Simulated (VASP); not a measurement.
Method: PBEsol GGA, VASP's PBE PAW potentials (set 64) (plane waves; VASP).

Input for VASP

KPOINTS:
```
Automatic mesh
0
Gamma
8 8 1
0 0 0
```

INCAR:
```
! general
SYSTEM  = Au(210) slab
PREC    = Normal
ENCUT   = 400
LREAL   = .False.
LASPH   = .True.

! electronic loop
EDIFF   = 1E-6
NELM    = 100
NELMIN  = 4
ALGO    = Normal
LMAXMIX = 6

! smearing
ISMEAR  = 1
SIGMA   = 0.1

! functional
GGA     = PS

! output
LWAVE   = .False.
LCHARG  = .False.
LORBIT  = 11
LVHAR   = .True.

! other
LDIPOL  = .True.
IDIPOL  = 3
DIPOL   = 0.5 0.5 0.5
```

### POSCAR
```
Au(210) slab
24.1285630
  0.2071436585   0.0000000000   0.0000000000
  0.1380957724   0.1543957533   0.0000000000
  0.0000000000   0.0000000000   0.9999999992
Au
10
Cartesian
  0.0504236742   0.0225501506   0.3376779723
  0.1558114818   0.0696810067   0.3640729170
  0.2615077154   0.1169497951   0.4016145233
  0.0158896166   0.0071060519   0.4449217579
  0.1195343046   0.0534573613   0.4810104035
  0.2257051263   0.1009383920   0.5189895957
  0.3293498143   0.1472897014   0.5550782414
  0.0837317155   0.0374459582   0.5983854759
  0.1894279491   0.0847147466   0.6359270822
  0.2948157567   0.1318456027   0.6623220269
```

POTCAR, in this order: Au (PBE.64 set). Program: vasp_std. Read from the step before: WAVECAR.

What VASP printed:

**OSZICAR**
```
       N       E                     dE             d eps       ncg     rms          rms(c)
DAV:   1    -0.363380955365E+02   -0.36338E+02   -0.20411E-05  2960   0.173E-02    0.558E-03
DAV:   2    -0.363380931293E+02    0.24072E-05   -0.60597E-06  2680   0.199E-02    0.413E-03
DAV:   3    -0.363380930155E+02    0.11387E-06   -0.83584E-07  1708   0.814E-03    0.942E-04
DAV:   4    -0.363380930158E+02   -0.34197E-09   -0.35020E-07  1630   0.255E-03
   1 F= -.36338093E+02 E0= -.36337769E+02  d E =-.972351E-03
```

File OUTCAR:
```
------------------------ aborting loop because EDIFF is reached ----------------------------------------
  FORCE on cell =-STRESS in cart. coord.  units (eV):
  Direction    XX          YY          ZZ          XY          YZ          ZX
  --------------------------------------------------------------------------------------
  Total       -5.1019873     -4.3571630     -0.4071621     -0.4163690     -0.0173835     -0.0388708
  in kB      -18.1948546    -15.5386407     -1.4520331     -1.4848670     -0.0619935     -0.1386222
  external PRESSURE =     -11.7285095 kB  Pullay stress =       0.0000000 kB
  volume of cell :      449.26
      direct lattice vectors                 reciprocal lattice vectors
     4.998078815  0.000000000  0.000000000     0.200076877 -0.178954215  0.000000000
     3.332052543  3.725347661  0.000000000     0.000000000  0.268431323  0.000000000
     0.000000000  0.000000000 24.128562981     0.000000000  0.000000000  0.041444656
 POSITION                                       TOTAL-FORCE (eV/Angst)
 -----------------------------------------------------------------------------------
      1.21665      0.54410      8.14768         0.003696      0.001653      0.023137
      3.75951      1.68130      8.78456        -0.009173     -0.004102      0.010465
      6.30981      2.82183      9.69038         0.002739      0.001225      0.002524
      0.38339      0.17146     10.73532         0.016471      0.007366      0.017747
      2.88419      1.28985     11.60609         0.018248      0.008161     -0.010857
      5.44594      2.43550     12.52247        -0.018248     -0.008161      0.010857
      7.94674      3.55389     13.39324        -0.016471     -0.007366     -0.017747
      2.02033      0.90352     14.43818        -0.002739     -0.001225     -0.002524
      4.57062      2.04405     15.34401         0.009173      0.004102     -0.010465
      7.11348      3.18124     15.98088        -0.003696     -0.001653     -0.023137
 -----------------------------------------------------------------------------------
    total drift:                                0.000000      0.000000     -0.000000
  FREE ENERGIE OF THE ION-ELECTRON SYSTEM (eV)
  ---------------------------------------------------
  free  energy   TOTEN  =       -36.3380930158 eV

  energy  without entropy=      -36.3371206648  energy(sigma->0) =      -36.33776890

 total charge

# of ion       s       p       d       tot
------------------------------------------
    1        0.583   0.232   8.800   9.614
    2        0.555   0.277   8.761   9.593
    3        0.546   0.335   8.741   9.622
    4        0.535   0.355   8.758   9.648
    5        0.530   0.345   8.751   9.627
    6        0.530   0.345   8.751   9.627
    7        0.535   0.355   8.758   9.648
    8        0.546   0.335   8.741   9.622
    9        0.555   0.277   8.761   9.593
   10        0.583   0.232   8.800   9.614
--------------------------------------------------
tot          5.497   3.087  87.622  96.206
```
(Selected blocks of OUTCAR.)

The cell is a thin slab with vacuum, built from Au (fcc): (210) face.
